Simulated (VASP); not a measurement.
**MgTe: energy against strain**

MgTe (wurtzite, P6_3mc, 33.419 Å³/atom and stress up to 0.02 GPa in the relaxed cell, c along z) under an equal strain ε along x and y, with z held. PBEsol in VASP (plane waves, PAW), 480 eV, 12×12×4 Γ-centred mesh, Gaussian smearing 0.05 eV; ions are relaxed, or left where forces stay under 0.02 eV/Å, within the symmetry of each cell.

Here s stands for strain and y for E less E0.

| strain (%) | E less E0 (meV/atom) |
|---|---|
| -3.00 | ? |
| -1.50 | 3.98 |
| -1.00 | 1.74 |
| -0.50 | 0.43 |
| 0.00 | 0.00 |
| 0.50 | 0.44 |
| 1.00 | 1.72 |
| 1.50 | 3.82 |

The 7 complete rows are fitted with a parabola, y against s. Least squares gives y = 0.000 - 0.0364·s + 1.7329·s². Residuals (row less fit): 0.026, -0.029, -0.021, 0.000, 0.025, 0.023, -0.024; standard error 0.031 (degrees of freedom: 4). Twice the quadratic coefficient over the volume, 2 × 1.7329 meV × 10⁴ × 0.1602 / 33.419 Å³, is the elastic constants 2(C11 + C12) = 166 ± 1 GPa (± standard error of the fit, which holds the terms cut off).

Problem. Estimate the missing y (s = -3.00); what did the run itself give?

Solution. y = 0.000 - 0.0364 × (-3.0) + 1.7329 × (-3.0)² = 15.705 meV/atom. The calculation gives 16.44 meV/atom, 0.735 meV/atom above the prediction (4.5 % of the range of y in the table). The row lies outside the fitted rows, so this is an extrapolation. From the scatter of the fitted rows alone, a prediction at this place has a standard error of 0.118 meV/atom, so the miss is 6.2 times that.

A polynomial of degree 3 through the 12 other runs of the series gives 16.43 there, so most of the miss is curvature that the fit leaves out. Spin-orbit coupling is left out, which can shift these values for the heavy elements here. Rows are the converged runs of the series near zero and its far end, less any whose ions stayed unrelaxed beside relaxed ones; series whose fitted rows scatter by over a few per cent of the range, as at a crossing or softening among them, aren't shown in this form. Most that stay on the fit to the last digits aren't either.
